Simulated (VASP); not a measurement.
VASP ran on this input.

INCAR:
```
PREC=Accurate
SYSTEM=Rb
EDIFF=1E-6   ! SCF stop (eV)
LASPH=.True.   ! aspherical one-centre terms
ALGO=Normal   ! blocked Davidson
NELM=100
SIGMA=0.1
LCHARG=.False.
LWAVE=.False.
ENCUT=400   ! plane-wave cut-off (eV)
ISMEAR=1
GGA=PE   ! PBE
ISIF=2
LMAXMIX=4
LREAL=.False.   ! projection in real space or not
```

File POSCAR:
```
Rb
1.0
 -2.8815000000   2.8815000000   2.8815000000
  2.8815000000  -2.8815000000   2.8815000000
  2.8815000000   2.8815000000  -2.8815000000
Rb
1
direct
  0.0000000000   0.0000000000   0.0000000000
```

KPOINTS:
```
K-points
0
Gamma
 1 1 1
0 0 0
```

POTCAR, in this order: Rb_sv (PBE.64 set). Program: vasp_std.

### Question
Write an equivalent input for Quantum ESPRESSO's pw.x.

### Answer
One equivalent input (not run):
```
&CONTROL
  calculation = 'scf'
  pseudo_dir = './pseudo'
  outdir = './out'
  tprnfor = .true.
  tstress = .true.
/
&SYSTEM
  ibrav = 0
  nat = 1
  ntyp = 1
  ecutwfc = 46.3
  occupations = 'smearing'
  smearing = 'methfessel-paxton'
  degauss = 0.00735
  input_dft = 'pbe'
/
&ELECTRONS
  conv_thr = 7.3e-08
  electron_maxstep = 100
/
ATOMIC_SPECIES
  Rb 85.468 Rb.upf
CELL_PARAMETERS angstrom
    -2.8815000    2.8815000    2.8815000
     2.8815000   -2.8815000    2.8815000
     2.8815000    2.8815000   -2.8815000
ATOMIC_POSITIONS crystal
  Rb   0.0000000  0.0000000  0.0000000
K_POINTS automatic
  1 1 1 0 0 0
```
What does not carry over: the potentials are each code's own (VASP's PAW set, PseudoDojo norm-conserving files in pw.x), so ENCUT and ecutwfc are chosen apart and not converted; conv_thr bounds pw.x's estimated SCF error, while EDIFF bounds the energy change between steps.

The compound is Rb in the bcc structure. The cell was not relaxed at this level. The k-mesh is coarse (spacing up to 1.54 per Å, 2π included), so the numbers may not be converged in it. The run is one of a series of settings (KPOINTS 1×1×1 Γ-centred mesh against the base run), some of them coarse on purpose.
